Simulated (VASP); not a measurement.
OSZICAR of a VASP run on CsPbBr₃ (cubic perovskite):

OSZICAR:
```
       N       E                     dE             d eps       ncg     rms          rms(c)
DAV:   1     0.406553014168E+03    0.40655E+03   -0.18947E+04   520   0.149E+03
DAV:   2     0.300584065778E+02   -0.37649E+03   -0.36830E+03   634   0.333E+02
DAV:   3    -0.142317667638E+02   -0.44290E+02   -0.43578E+02   630   0.127E+02
DAV:   4    -0.157947385473E+02   -0.15630E+01   -0.15593E+01   648   0.299E+01
DAV:   5    -0.158377344360E+02   -0.42996E-01   -0.42961E-01   674   0.422E+00    0.530E+00
DAV:   6    -0.154260505262E+02    0.41168E+00   -0.79788E-01   724   0.935E+00    0.318E+00
DAV:   7    -0.153968357176E+02    0.29215E-01   -0.52587E-01   786   0.463E+00    0.994E-01
DAV:   8    -0.154028485385E+02   -0.60128E-02   -0.67362E-02   720   0.240E+00    0.224E-01
DAV:   9    -0.154033671668E+02   -0.51863E-03   -0.98539E-03   740   0.892E-01    0.119E-01
DAV:  10    -0.154035528141E+02   -0.18565E-03   -0.82664E-04   660   0.199E-01    0.359E-02
DAV:  11    -0.154036157497E+02   -0.62936E-04   -0.19658E-04   744   0.129E-01    0.178E-02
DAV:  12    -0.154036189380E+02   -0.31883E-05   -0.19496E-05   780   0.399E-02    0.108E-02
DAV:  13    -0.154036173297E+02    0.16082E-05   -0.49543E-06   680   0.246E-02    0.471E-03
DAV:  14    -0.154036175990E+02   -0.26931E-06   -0.13765E-06   436   0.894E-03
   1 F= -.40557094E+01 E0= -.40557094E+01  d E =-.405571E+01
       N       E                     dE             d eps       ncg     rms          rms(c)
DAV:   1    -0.230184745749E+02   -0.76149E+01   -0.23660E+02   702   0.155E+02    0.186E+01
DAV:   2    -0.152665906391E+02    0.77519E+01   -0.16358E+01   614   0.599E+01    0.611E+00
DAV:   3    -0.138009706691E+02    0.14656E+01   -0.59042E+00   728   0.292E+01    0.249E+00
DAV:   4    -0.137988368321E+02    0.21338E-02   -0.20947E-01   606   0.305E+00    0.919E-01
DAV:   5    -0.137994847098E+02   -0.64788E-03   -0.24269E-02   712   0.190E+00    0.368E-01
DAV:   6    -0.138001728312E+02   -0.68812E-03   -0.31483E-03   744   0.444E-01    0.826E-02
DAV:   7    -0.138001922060E+02   -0.19375E-04   -0.11191E-04   784   0.781E-02    0.211E-02
DAV:   8    -0.138001908449E+02    0.13612E-05   -0.13077E-05   686   0.237E-02    0.503E-03
DAV:   9    -0.138001913833E+02   -0.53849E-06   -0.22773E-06   500   0.153E-02
   2 F= -.42111947E+01 E0= -.42105791E+01  d E =-.155485E+00
       N       E                     dE             d eps       ncg     rms          rms(c)
DAV:   1    -0.160000649603E+02   -0.21999E+01   -0.40876E+01   680   0.842E+01    0.621E+00
DAV:   2    -0.148647014478E+02    0.11354E+01   -0.23662E+00   682   0.181E+01    0.237E+00
DAV:   3    -0.146119298779E+02    0.25277E+00   -0.10040E+00   696   0.113E+01    0.921E-01
DAV:   4    -0.146120575870E+02   -0.12771E-03   -0.23613E-02   582   0.106E+00    0.812E-01
DAV:   5    -0.146108450969E+02    0.12125E-02   -0.57955E-03   674   0.805E-01    0.106E-01
DAV:   6    -0.146108269959E+02    0.18101E-04   -0.92293E-04   662   0.322E-01    0.582E-02
DAV:   7    -0.146108287196E+02   -0.17237E-05   -0.10167E-04   610   0.560E-02    0.109E-02
DAV:   8    -0.146108286950E+02    0.24581E-07   -0.61245E-06   618   0.309E-02
   3 F= -.43505958E+01 E0= -.43505958E+01  d E =-.294886E+00
```

Which electronic solver shows in the log?

It is blocked Davidson (ALGO = Normal, or the opening steps of other solvers). The INCAR had ALGO = Normal.

Can the final energy be trusted as converged?

The run converged. It stopped with EDIFF = 1E-6, NELM = 100, NSW = 40 and EDIFFG = -0.02 after 3 ionic steps (PBE GGA, plane waves, VASP's PBE PAW potentials (set 64)). Energy and stress use the plane-wave basis of the starting cell.

The compound is CsPbBr3 in the cubic perovskite structure, the ideal cubic form; the compound distorts at low or room temperature. This run relaxes it under an external pressure of 10 GPa. Symmetry was kept, so distortions that lower it aren't found.
